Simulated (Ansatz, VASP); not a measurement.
**Cross-check of SiGeP2 (alpha-NaFeO2 type (invented)) between VASP and Ansatz**

Wanted: the spread between two codes on one cell, functional and k mesh. The cell is generated by rule, not measured, and may not be a known phase. The cell is taken from a series of runs on this material, whose earlier steps may have relaxed, scaled, displaced or heated it; both programs get it as it stands.

Method: plane waves, with VASP 6.6.1 beside it; relaxation of cell and atoms at PBE, in Ansatz 0.2.0.

## (1) Starting point

It takes space group R-3m (No. 166, trigonal). The conventional cell has a = 3.594 Å, b = 3.594 Å, c = 17.575 Å, α = 90.00°, β = 90.00°, γ = 120.00°. Nearest to Ge lie 6 P at 2.61 Å. Si has 6 P at 2.47 Å nearest. Nearest to P lie 3 Si at 2.47 Å and 3 Ge at 2.61 Å. Farther neighbours are not listed.

## (2) VASP: relaxation of cell and atoms, PBE

The relaxed volume is the usual yardstick between codes: in a stiff, nearly cubic crystal its relative difference is about their pressure difference at one cell divided by the bulk modulus.

Lines of VASP's logs that name or quote its potential files are left out, and so is its time.

Input file INCAR:

```
SYSTEM = SiGeP2
PREC = Accurate
ENCUT = 500
EDIFF = 1E-07
NELM = 120
ISMEAR = 0
SIGMA = 0.1
LREAL = .FALSE.
ALGO = Normal
GGA = PE
NBANDS = 20
LORBIT = 11
LWAVE = .FALSE.
LCHARG = .FALSE.
ISIF = 3
IBRION = 2
NSW = 80
EDIFFG = -0.005
LASPH = .TRUE.
GGA_COMPAT = .FALSE.
NELMIN = 4
KPAR = 2
```

Input file POSCAR:

```
SiGeP2
1.0
    1.7970200000      1.0375100000      5.8583570000
   -1.7970200000      1.0375100000      5.8583570000
    0.0000000000     -2.0750200000      5.8583570000
Ge Si P
1 1 2
Direct
    0.0000000000      0.0000000000      0.0000000000
    0.5000000284      0.5000000284      0.5000000284
    0.2434177933      0.2434177933      0.2434177933
    0.7565822636      0.7565822636      0.7565822636
```

Input file KPOINTS:

```
Automatic mesh
0
Gamma
15 15 15
0 0 0
```

Potentials, in the order of the species: Ge_d, Si and P (PBE family, release 64).

Launch:

```console
mpirun -np 2 vasp_std
```

Numbers of over 12 decimals in the logs are rounded to 6 here.

What it wrote:

```text
[banner, memory and clock lines left out]
running    2 mpi-ranks, on    1 nodes
 distrk:  each k-point on    1 cores,    2 groups
 distr:  one band on    1 cores,    1 groups

 POSCAR found type information on POSCAR GeSiP
 POSCAR found :  3 types and       4 ions
 LDA part: xc-table for (Slater+PW92), standard interpolation
 POSCAR, INCAR and KPOINTS ok, starting setup
 FFT: planning ... GRIDC
 FFT: planning ... GRID_SOFT
 FFT: planning ... GRID
 WAVECAR not read
 entering main loop
       N       E                     dE             d eps       ncg     rms          rms(c)
DAV:   1     0.176948172287E+03    0.17695E+03   -0.12974E+04 16520   0.244E+03
DAV:   2     0.288846111136E+01   -0.17406E+03   -0.16644E+03 14888   0.584E+02
DAV:   3    -0.198072505094E+02   -0.22696E+02   -0.22146E+02 16708   0.115E+02
DAV:   4    -0.206344864846E+02   -0.82724E+00   -0.82328E+00 17552   0.219E+01
DAV:   5    -0.206516802879E+02   -0.17194E-01   -0.17185E-01 17400   0.362E+00    0.651E+00
DAV:   6    -0.204885937374E+02    0.16309E+00   -0.46907E-01 20844   0.554E+00    0.386E+00
DAV:   7    -0.204907086599E+02   -0.21149E-02   -0.15255E-01 15856   0.173E+00    0.128E+00
DAV:   8    -0.204904842889E+02    0.22437E-03   -0.88521E-03 17036   0.888E-01    0.278E-01
DAV:   9    -0.204906856522E+02   -0.20136E-03   -0.14668E-03 16224   0.193E-01    0.104E-01
DAV:  10    -0.204907218421E+02   -0.36190E-04   -0.88432E-05 18648   0.105E-01    0.372E-02
DAV:  11    -0.204907442058E+02   -0.22364E-04   -0.19864E-05 15704   0.335E-02    0.964E-03
DAV:  12    -0.204907447095E+02   -0.50372E-06   -0.14545E-06 19004   0.160E-02    0.538E-03
DAV:  13    -0.204907446206E+02    0.88920E-07   -0.22797E-07 12916   0.310E-03
   1 F= -.20490745E+02 E0= -.20487407E+02  d E =-.204907E+02
[...]
2 F= -.20492581E+02 E0= -.20489320E+02  d E =-.183613E-02
[...]
3 F= -.20492939E+02 E0= -.20489768E+02  d E =-.219411E-02
[...]
4 F= -.20493222E+02 E0= -.20490103E+02  d E =-.283269E-03
[...]
5 F= -.20493273E+02 E0= -.20490139E+02  d E =-.334054E-03
[...]
6 F= -.20493302E+02 E0= -.20490157E+02  d E =-.293109E-04
 trial-energy change:   -0.000029  1 .order   -0.000029   -0.000038   -0.000020
 step:   1.9772(harm=  2.2250)  dis= 0.00179  next Energy=   -20.493311 (dE=-0.380E-04)
 bond charge predicted
       N       E                     dE             d eps       ncg     rms          rms(c)
DAV:   1    -0.204933115219E+02   -0.93644E-05   -0.75204E-04 14280   0.167E-01    0.161E-02
DAV:   2    -0.204933136891E+02   -0.21672E-05   -0.58089E-05 16880   0.576E-02    0.742E-03
DAV:   3    -0.204933128881E+02    0.80104E-06   -0.21952E-06 19236   0.164E-02    0.349E-03
DAV:   4    -0.204933125899E+02    0.29819E-06   -0.33030E-07 16632   0.923E-03    0.111E-03
DAV:   5    -0.204933125375E+02    0.52382E-07   -0.30518E-08  8820   0.277E-03
   7 F= -.20493313E+02 E0= -.20490158E+02  d E =-.397551E-04
 curvature:  -1.09 expect dE=-0.134E-05 dE for cont linesearch -0.479E-06
 trial: gam=-0.08152 g(F)=  0.640E-06 g(S)=  0.598E-06 ort = 0.400E-05 (trialstep = 0.125E+01)
 search vector abs. value=  0.826E-06
 reached required accuracy - stopping structural energy minimisation
```

OUTCAR, selected parts (step 2):

```text
ion  position               nearest neighbor table
   1  0.000  0.000  0.000-   3 2.61   3 2.61   3 2.61   4 2.61   4 2.61   4 2.61
   2  0.500  0.500  0.500-   4 2.47   4 2.47   3 2.47   3 2.47   4 2.47   3 2.47
   3  0.243  0.243  0.243-   2 2.47   2 2.47   2 2.47   1 2.61   1 2.61   1 2.61
   4  0.757  0.757  0.757-   2 2.47   2 2.47   2 2.47   1 2.61   1 2.61   1 2.61

  LATTYP: Found a trigonal (rhomboedric) cell.
 ALAT       =     6.2149862928
 COS(alpha) =     0.8327926061

 Subroutine GETGRP returns: Found 12 space group operations
 (whereof 12 operations were pure point group operations)

The static configuration has the point symmetry D_3d.

 Found    344 irreducible k-points:

   k-points           NKPTS =    344   k-points in BZ     NKDIM =    344   number of bands    NBANDS=     20

   dimension x,y,z NGX =    48 NGY =   48 NGZ =   48
   dimension x,y,z NGXF=    96 NGYF=   96 NGZF=   96

   ENCUT  =  500.0 eV  36.75 Ry    6.06 a.u.  11.33 11.33 11.33*2*pi/ulx,y,z

   NELECT =      28.0000    total number of electrons

 k-points in reciprocal lattice and weights: Automatic mesh
   0.00000000  0.00000000  0.00000000       0.000
   0.06666667 -0.00000000  0.00000000       0.002
   0.13333333 -0.00000000  0.00000000       0.002
   0.20000000 -0.00000000  0.00000000       0.002
   0.26666667 -0.00000000  0.00000000       0.002
   0.33333333 -0.00000000  0.00000000       0.002
   0.40000000 -0.00000000  0.00000000       0.002
   0.46666667  0.00000000  0.00000000       0.002
   0.06666667  0.06666667  0.00000000       0.002
[...]
0.46666667  0.46666667  0.46666667       0.001
  -0.46666667  0.46666667  0.46666667       0.002

 average (electrostatic) potential at core
       1 -71.4112       2 -81.9546       3 -80.7274       4 -80.7273

 E-fermi :   8.0567

 k-point     1 :       0.0000    0.0000    0.0000
  band No.  band energies     occupation
    ...
     10       7.0211      2.00000
     11       7.0211      2.00000
     12       7.1849      2.00000
     13       7.1849      2.00000
     14       7.7953      1.99978
     15       9.1331      0.00000
     16       9.1331      0.00000
     17      10.2374      0.00000
     18      11.0792      0.00000
     19      13.5784      0.00000
    ...

 k-point     2 :       0.0667   -0.0000    0.0000
  band No.  band energies     occupation
    ...
      9       6.1706      2.00000
     10       6.4740      2.00000
     11       6.7254      2.00000
     12       7.0163      2.00000
     13       7.1627      2.00000
     14       8.2730      0.00222
     15       9.1119      0.00000
     16       9.4107      0.00000
     17      10.7211      0.00000
     18      11.7246      0.00000
    ...

 k-point     3 :       0.1333   -0.0000    0.0000
  band No.  band energies     occupation
    ...
     10       5.2767      2.00000
     11       6.2448      2.00000
     12       6.8636      2.00000
     13       6.9165      2.00000
     14       8.0248      1.34807
     15       9.7463      0.00000
     16      10.0553      0.00000
     17      11.5584      0.00000
     18      11.7955      0.00000
     19      12.9263      0.00000
    ...

  Total       -0.0047240     -0.0047240     -0.0022193      0.0000000      0.0000000     -0.0000000
  in kB       -0.1156155     -0.1156155     -0.0543153      0.0000000      0.0000000     -0.0000000
  external PRESSURE =      -0.0951821 kB  Pullay stress =       0.0000000 kB

  energy-cutoff  :      500.00
  volume of cell :       65.46
      direct lattice vectors                 reciprocal lattice vectors
     1.788692285  1.032701991  5.906715349     0.279533827  0.161388927  0.056432943
    -1.788692285  1.032701991  5.906715349    -0.279533827  0.161388927  0.056432943
     0.000000000 -2.065403982  5.906715349     0.000000000 -0.322777855  0.056432943

 POSITION                                       TOTAL-FORCE (eV/Angst)
 -----------------------------------------------------------------------------------
      0.00000     -0.00000      0.00000         0.000000      0.000000     -0.000000
      0.00000      0.00000      8.86007         0.000000      0.000000     -0.000000
      0.00000      0.00000      4.30801         0.000000     -0.000000     -0.002575
      0.00000      0.00000     13.41214         0.000000      0.000000      0.002575
 -----------------------------------------------------------------------------------
    total drift:                               -0.000000     -0.000000     -0.000126

  FREE ENERGIE OF THE ION-ELECTRON SYSTEM (eV)
  ---------------------------------------------------
  free  energy   TOTEN  =       -20.4933125375 eV

  energy  without entropy=      -20.4870041200  energy(sigma->0) =      -20.49015833

 reached required accuracy - stopping structural energy minimisation

 total charge
# of ion       s       p       d       tot
------------------------------------------
    1        1.226   0.944  10.056  12.226
    2        0.778   0.753   0.000   1.531
    3        1.060   1.409   0.000   2.469
    4        1.060   1.409   0.000   2.469
--------------------------------------------------
tot          4.124   4.515  10.056  18.696

[... 3 further parts left out ...]
```

CONTCAR:

```
SiGeP2
   1.00000000000000
     1.7886922847167552    1.0327019910710602    5.9067153489586657
    -1.7886922847167552    1.0327019910710602    5.9067153489586657
     0.0000000000000000   -2.0654039821421204    5.9067153489586657
  Ge              Si              P
     1     1     2
Direct
     0.0000000000000000    0.0000000000000000    0.0000000000000000
     0.5000000284000023    0.5000000284000023    0.5000000284000023
     0.2431134251484651    0.2431134251484651    0.2431134251484651
     0.7568866317515343    0.7568866317515343    0.7568866317515343
```

The run keeps the 12 symmetry operations of its start, so it cannot find a distortion of lower symmetry.

## (3) Ansatz: relaxation of cell and atoms, PBE

Ansatz runs on its default PAW (the set named soft_2) files.

The same cell, functional, mesh and smearing now go to Ansatz, which takes its cutoff from its data sets.

Input file input.yaml:

```yaml
crystal:
  lattice:
    - [1.7970201972, 1.0375100946, 5.8583574829]
    - [-1.7970201972, 1.0375100946, 5.8583574829]
    - [0.0, -2.0750201892, 5.8583574829]
  atoms:
    - { symbol: Ge, position: [1.0, 0.0, 0.0] }
    - { symbol: Si, position: [0.5, 0.5, 0.5] }
    - { symbol: P, position: [0.2434177992, 0.2434177992, 0.2434177992] }
    - { symbol: P, position: [0.7565822008, 0.7565822008, 0.7565822008] }
kpoints:
  mp_grid: { grid: [15, 15, 15] }
hamiltonian:
  xc: pbe
scf:
  occupations: { method: gaussian, width: 0.1 }
output:
  forces: true
  stress: true
  eigenvalues: true
relax:
  adjacent_minimum: "off"
  f_tol: 0.005
  max_steps: 80
  cell: { stress_tol: 0.05 }
```

Launch:

```console
ansatz run input.yaml --threads 2 --pin off --max-ram 5120MiB --backend cpu --events-out ev --progress --plain --runs-dir out
```

What it wrote:

```text
basis.fft_grid_basis auto: the FFT boxes are laid along the combinations [[1, 0, -1], [0, 1, -1], [0, 0, 1]] of the cell's own vectors, 3.594, 3.594 and 6.215 Å long. The dense box has 25×25×45 points. Along the cell's own vectors, as sized, it would have 45×45×45, 3.24 times as many. Of the 12 symmetry operations that the crystal satisfies within crystal.symmetry.tolerance (time reversal apart; of a slab, those that [...]
Engine: ansatz 0.2.0, aarch64-unknown-linux-gnu
Pseudopotentials: kind: paw
Pseudopotential: Ge, paw, valence charge 14, recommended cutoff 420 eV (normal), Ge.paw.azcp
Pseudopotential: Si, paw, valence charge 4, recommended cutoff 420 eV (normal), Si.paw.azcp
Pseudopotential: P, paw, valence charge 5, recommended cutoff 420 eV (normal), P.paw.azcp
Functional definition: PBE
  parameter kappa = 0.804
  parameter beta = 0.066725
  exchange = pbe_x(kappa = kappa, mu = beta*pi^2/3)
  correlation = pbe_c(beta = beta)
Crystal: 4 atoms, lattice volume = 65.535 Å³
Basis set: ecut = 420 eV, 1261 PW (Γ), FFT grids on a1−a3, a2−a3, a3, exchange–correlation on 50×50×90 points (8 copies of the dense FFT grid, shifted against one another)
Bands: 18, of which v1, the nominal top of the filled ones, is band 14 counted from 1 (13 counted from 0)
Symmetry: 12 space group operations
Space group: R-3m (ITA 166), of the structure as read, at distance tolerance 4.0e-5 Å
k-points: 344 of 3375
Non-local potential: Ge, projectors of the file, l = 0: 2, l = 1: 2, l = 2: 3, l = 3: 1
Non-local potential: Si, projectors of the file, l = 0: 2, l = 1: 2, l = 2: 2
Non-local potential: P, projectors of the file, l = 0: 2, l = 1: 2, l = 2: 2
PAW form: soft (Blöchl's): semilocal exchange-correlation on the pseudo side does not see the compensation charge
PAW one-centre angular grid: Ge, 590 points (default); XC on 64 Gauss nodes
PAW one-centre angular grid: Si, 110 points (default); XC on 64 Gauss nodes
PAW one-centre angular grid: P, 110 points (default); XC on 64 Gauss nodes
Initial density: superposition of atomic densities (neutral atoms: chi_scale 0, normalization atom), corrected by the library's trained network
Initial wavefunctions: pseudopotential atomic-orbital guess
Functional: x = pbe(κ = 0.804, μ = 0.219515), c = pbe(β = 0.066725)
SCF iter   1: F=—  HF=-6441.973430 eV  |F-HF|=—  |Δ(HF+E_count)|=         —  Δρ=1.61e-3  dr2=4.18e-3  ethr=1.77e-3  ⟨swp⟩=6.2  Hψ=35289  notcnv=0
preconditioner: auto → Kerker (q_TF=auto, 2.368 Å⁻¹)  [metal: Δε(μ)=0.009 eV  Ē_g=8.581 eV  σ=0.100 eV  W_gap=0.05  n_scr=16 (ndim 8)  ℏωp=19.5 eV  f_vac=0.000  D(μ)=1.34/eV (n_scr^D=2)]
SCF iter   2: F=—  HF=-6441.972660 eV  |F-HF|=—  |Δ(HF+E_count)|=   7.70e-4  Δρ=9.23e-4  dr2=1.49e-3  ethr=1.49e-5  ⟨swp⟩=1.8  Hψ=9969  notcnv=0  defer=2
SCF iter   3: F=—  HF=-6441.972543 eV  |F-HF|=—  |Δ(HF+E_count)|=   1.17e-4  Δρ=1.62e-4  dr2=1.35e-5  ethr=5.33e-6  ⟨swp⟩=2.1  Hψ=7804  notcnv=0  defer=2
SCF iter   4: F=—  HF=-6441.972534 eV  |F-HF|=—  |Δ(HF+E_count)|=   9.31e-6  Δρ=6.22e-5  dr2=4.36e-6  ethr=4.82e-8  ⟨swp⟩=2.0  Hψ=10980  notcnv=0  defer=2
SCF iter   5: F=—  HF=-6441.972534 eV  |F-HF|=—  |Δ(HF+E_count)|=   4.97e-7  Δρ=2.97e-5  dr2=7.09e-7  ethr=1.56e-8  ⟨swp⟩=2.0  Hψ=11012  notcnv=0  defer=2
SCF iter   6: F=-6441.972534 eV  HF=-6441.972534 eV  |F-HF|=3.00e-8  |Δ(HF+E_count)|=   1.85e-7  Δρ=8.37e-6  dr2=5.48e-8  ethr=3.57e-10  ⟨swp⟩=5.0  Hψ=32934  notcnv=0
SCF 1 converged in 6 iterations: F = -6441.972534 eV  dr2 = 5.48e-8
  greatest PAW one-centre occupation: 0.998 electrons in one spin orbital (limit 2), on the Ge atom at site 0 (counted from 0), in its partial waves of l = 2
relax step   1: F+E_penalty+E_count = -6441.97253422 eV  Δ(F+E_penalty+E_count) = +0.000e0 eV  max|allowed force component| = 2.557e-2 eV/Å  Δτ_max = 0.0000 Å  P = -0.069 GPa  Ω = 65.535 Å³  (6 SCF iters, dr2 threshold 1.00e-7 eV, accepted)
[...]
relax step   2: F+E_penalty+E_count = -6441.97435493 eV  Δ(F+E_penalty+E_count) = -1.821e-3 eV  max|allowed force component| = 4.444e-2 eV/Å  Δτ_max = 0.0010 Å  P = -0.038 GPa  Ω = 65.531 Å³  energy of the carried Pulay correction = +6.105e-7 eV  (4 SCF iters, dr2 threshold 4.00e-7 eV, accepted)
[...]
relax step   3: F+E_penalty+E_count = -6441.97498289 eV  Δ(F+E_penalty+E_count) = -6.280e-4 eV  max|allowed force component| = 1.542e-2 eV/Å  Δτ_max = 0.0023 Å  P = -0.027 GPa  Ω = 65.533 Å³  energy of the carried Pulay correction = +3.303e-7 eV  (3 SCF iters, dr2 threshold 4.00e-7 eV, accepted)
[...]
relax step   4: F+E_penalty+E_count = -6441.97501395 eV  Δ(F+E_penalty+E_count) = -3.106e-5 eV  max|allowed force component| = 4.326e-3 eV/Å  Δτ_max = 0.0013 Å  P = -0.002 GPa  Ω = 65.524 Å³  energy of the carried Pulay correction = +1.861e-6 eV  (4 SCF iters, dr2 threshold 1.49e-8 eV, accepted)
[...]
relax step   5: F+E_penalty+E_count = -6441.97502506 eV  Δ(F+E_penalty+E_count) = -1.111e-5 eV  max|allowed force component| = 4.313e-3 eV/Å  Δτ_max = 0.0000 Å  P = -0.002 GPa  Ω = 65.524 Å³  stress off target by 1.05e-2 GPa  SCF on the basis re-selected at this cell (its energy is not comparable with the rows above)  (5 SCF iters)
basis re-selected at this cell: Δ(F+E_penalty+E_count) = -1.111e-5 eV, ΔP = +0.000 GPa vs the last step (what re-selecting the basis moved, of the pressure what is left beyond the Pulay correction that the steps carried, after the strain that the cell walked since its last selection, with what the two solves' SCF thresholds leave and, on support functions, any second-order correction that the steps lacked; it is no measure of the basis error at this ecutwfc). The dense FFT grid was sized anew with the basis: this SCF ran on 24×24×45 points, the steps before it on 25×25×45, so part of this shift can come from that change (see relax.cell in the input reference). [rest of the remark cut]
SCF converged after 5 iterations
Free energy (F): -6441.975025 eV
Harris-Foulkes:  -6441.975025 eV  (|F-HF|=1.00e-11)
Internal energy: -6441.968705 eV  (E = F + TS)
E sigma→0 (E₀):  -6441.971865 eV
Entropy (-TS):   -0.006320 eV (-1.580 meV/atom)
Fermi energy:    10.020887 eV
--- Per-component energies (eV) ---
  E_band       = -73.172059
  E_kinetic    = 293.064793
  E_local      = -2704.125991  (includes V_loc(G=0)·N_el)
  E_nonlocal   = 508.439753
  E_hartree    = 1194.689280
  E_xc         = -255.078342
  E_vxc        = -234.779385  (∫ρ·V_xc dr)
  E_paw        = -3668.212649  (= ΣΔE_a)
  E_vpaw       = -325.150037  (= ΣTr[D̂ρ^β])
  E_aug_tail   = 0.000314  (compensation charges beyond the density's cutoff)
  E_ewald      = -1810.745862
  E_smearing   = -0.006320  (= −TS)
  E_closure    = -0.000000  (closes the sum)
  Σ components = -6441.975025   (vs F -6441.975025, Δ=0.00e0)
--- Forces (eV/Å), atoms counted from 1 ---
  atom   1  Ge    -0.00000000     0.00000000     0.00000000
  atom   2  Si     0.00000000     0.00000000     0.00000000
  atom   3  P     -0.00000000    -0.00000000    -0.00431280
  atom   4  P      0.00000000     0.00000000     0.00431280
  max |Σ_I F_I| component: 1.68e-29 eV/Å
--- Stress (GPa, compression-positive) ---
       -0.008580       0.000000      -0.000000
        0.000000      -0.008580      -0.000000
       -0.000000      -0.000000       0.010459
  P = ⅓ Tr σ = -0.0022 GPa (-0.022 kbar)
--- Band table (eV; the first three rows and the last of 344) ---
  k-point 0: bands = [... 10 lower, 8.9862, 9.1502, 9.1502, 9.7529, 11.0961, 11.0961, 12.1958, 13.0377]
  k-point 1: bands = [... 10 lower, 8.6920, 8.9812, 9.1266, 10.2357, 11.0719, 11.3734, 12.6789, 13.6827]
  k-point 2: bands = [... 10 lower, 8.2124, 8.8286, 8.8800, 9.9892, 11.7051, 12.0170, 13.5161, 13.7527]
  k-point 343: bands = [... 10 lower, 8.3565, 8.9746, 9.4186, 11.6125, 12.1885, 12.3924, 12.5946, 12.8882]
--- Relaxed structure (4 steps of the walk, 4 accepted, 1 SCFs on fresh bases) ---
  F+E_penalty+E_count = -6441.97502506 eV   max|allowed force component| = 4.313e-3 eV/Å   (the final SCF, on the basis selected at the relaxed cell)
  cell:  # Å, volume = 65.5240 Å³
    - [1.789306, 1.033056, 5.908005]
    - [-1.789306, 1.033056, 5.908005]
    - [0, -2.066113, 5.908005]
  atoms:
    - { symbol: Ge, position: [1.000000, 0.0, 0.0] }
    - { symbol: Si, position: [0.500000, 0.500000, 0.500000] }
    - { symbol: P, position: [0.243154, 0.243154, 0.243154] }
    - { symbol: P, position: [0.756846, 0.756846, 0.756846] }
```

The column dr2 measures how far the density is from self-consistency, as an energy; F and HF (Harris–Foulkes) agree once it is small.

## (4) Side by side

Known differences besides the potentials themselves: the cutoff is 420 eV in Ansatz and 500 eV in VASP; Ansatz adds a Pulay correction to the stress that steers its cell, VASP none. Total energies have different zeros and are not compared.

Compared:

```tsv
quantity	Ansatz	VASP	difference
volume (Å³)	65.52	65.46	+0.09 %
edge a after relaxation, in the typed setting (Å)	6.259	6.257	+0.02 %
```

## (5) Outcome

- difference in volume (relaxation of cell and atoms, PBE): 0.090 %

In words: The difference in volume is 0.090 % (relaxation of cell and atoms, PBE), within the 1.2 % picked in this series as the mark of a large difference, as far as the stopping tolerances let one tell. Such differences can come from data sets, numerical settings and the points named under the comparisons, not from the functional's error against experiment.

[Lines on the potential files, build, host, timing and source positions are cut from VASP's logs without a mark.]

[Logs are printed without paths, hosts, clocks, repeated set-up lines and the standing remarks that a program may print on its own settings, such as how far it seeks lower states.]

[Hosts, paths, dates, database ids (printed as entryN), source tags and the programs' standing remarks are cut or masked in the printed files.]
